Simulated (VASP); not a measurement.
Moving the functional in Y3Ge

The cell as given:

Space group I4/mmm (No. 139). a = 4.531 Å, b = 4.531 Å, c = 10.394 Å, α = 90.00°, β = 90.00°, γ = 90.00°
```
atom  site  symmetry       x       y       z
   Y    2b     4/mmm  0.5000  0.5000  0.0000
   Y    4d      -4m2  0.5000  0.0000  0.2500
  Ge    2a     4/mmm  0.0000  0.0000  0.0000
```

The cell comes from a database or a generator and needn't be the stable form of this composition.

Kept alike: task relaxation of cell and atoms; k mesh 6 × 6 × 6; occupations fermi-dirac, width 0.05 eV; no spin polarisation. Program: VASP, PAW files Ge_d, Y_sv, 600 eV. The mesh is that of the run's cell of 4 atoms. No spin-orbit coupling.

| functional | volume (Å³/atom) |
| --- | --- |
| AM05 | 25.267 |
| BLYP | 27.782 |
| LDA | 23.979 |
| PBE | 26.536 |
| PBEsol | 25.137 |
| PW91 | 26.428 |
| RPBE | 27.485 |
| r2SCAN | 26.501 |
| revPBE | 27.219 |

The relaxations keep at least the cell's symmetry (I4/mmm). For a metal such a mesh leaves the last digits unconverged. Relaxations stop with a little pressure left, so the last digits of a volume or edge aren't settled. Potentials were made for PBE (AM05, BLYP, PBE, PBEsol, PW91, RPBE, r2SCAN, revPBE); LDA (LDA).

What does the functional change here?

The volume runs from 23.979 (LDA) to 27.782 Å³/atom (BLYP). From PBE: AM05 -1.269; BLYP +1.246; LDA -2.557; PBEsol -1.399; PW91 -0.108; RPBE +0.949; r2SCAN -0.035; revPBE +0.683.
